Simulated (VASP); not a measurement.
Here is the system:

```
GaP
1.0
    0.00000     2.68817     2.68817
    2.68817     0.00000     2.68817
    2.68817     2.68817     0.00000
Ga P
1 1
Direct
  0.00000   0.00000   0.00000
  0.25000   0.25000   0.25000
```

Level of theory: G0W0 on PBE orbitals, VASP's PBE PAW potentials (set 64) (plane waves; VASP). Numerical set-up: PREC = Normal, 500 eV cut-off, 4×4×4 Γ-centred mesh, Gaussian smearing of 0.010 eV, potentials Ga_d_GW P_GW.

The mesh is coarse and the basis finite, so the quasiparticle values are not converged.

NBANDS = 160, ENCUTGW = 200 eV, NOMEGA = 64. The PBE levels (eV) that the step starts from are:

```tsv
state	KS energy	filling
k1 (0.00, 0.00, 0.00), band 6	-8.00	2
k1 (0.00, 0.00, 0.00), band 7	4.82	2
k1 (0.00, 0.00, 0.00), band 8	4.82	2
k1 (0.00, 0.00, 0.00), band 9	4.82	2
k1 (0.00, 0.00, 0.00), band 10	6.98	0
k1 (0.00, 0.00, 0.00), band 11	8.67	0
k1 (0.00, 0.00, 0.00), band 12	8.67	0
k1 (0.00, 0.00, 0.00), band 13	8.67	0
k6 (-0.25, 0.25, 0.00), band 6	-6.00	2
k6 (-0.25, 0.25, 0.00), band 7	-0.73	2
k6 (-0.25, 0.25, 0.00), band 8	1.23	2
k6 (-0.25, 0.25, 0.00), band 9	3.54	2
k6 (-0.25, 0.25, 0.00), band 10	8.04	0
k6 (-0.25, 0.25, 0.00), band 11	10.62	0
k6 (-0.25, 0.25, 0.00), band 12	10.70	0
k6 (-0.25, 0.25, 0.00), band 13	11.24	0
```

Question: Give the quasiparticle energies and renormalisation factors Z.

Answer: 
```tsv
state	QP energy (eV)	Z
k1 (0.00, 0.00, 0.00), band 6	-8.57	0.66
k1 (0.00, 0.00, 0.00), band 7	4.21	0.77
k1 (0.00, 0.00, 0.00), band 8	4.21	0.77
k1 (0.00, 0.00, 0.00), band 9	4.21	0.77
k1 (0.00, 0.00, 0.00), band 10	7.29	0.77
k1 (0.00, 0.00, 0.00), band 11	8.83	0.77
k1 (0.00, 0.00, 0.00), band 12	8.83	0.77
k1 (0.00, 0.00, 0.00), band 13	8.83	0.77
k6 (-0.25, 0.25, 0.00), band 6	-6.62	0.69
k6 (-0.25, 0.25, 0.00), band 7	-1.36	0.72
k6 (-0.25, 0.25, 0.00), band 8	0.53	0.74
k6 (-0.25, 0.25, 0.00), band 9	2.88	0.76
k6 (-0.25, 0.25, 0.00), band 10	8.22	0.77
k6 (-0.25, 0.25, 0.00), band 11	10.81	0.75
k6 (-0.25, 0.25, 0.00), band 12	10.90	0.75
k6 (-0.25, 0.25, 0.00), band 13	11.27	0.76
```
On the mesh the gap opens from 1.54 to 2.07 eV.

The compound is GaP in the zinc blende structure. This cell is one point of a volume scan, at 0.96 of the reference volume. The k-mesh is coarse (spacing up to 0.51 per Å, 2π included), so the numbers may not be converged in it.
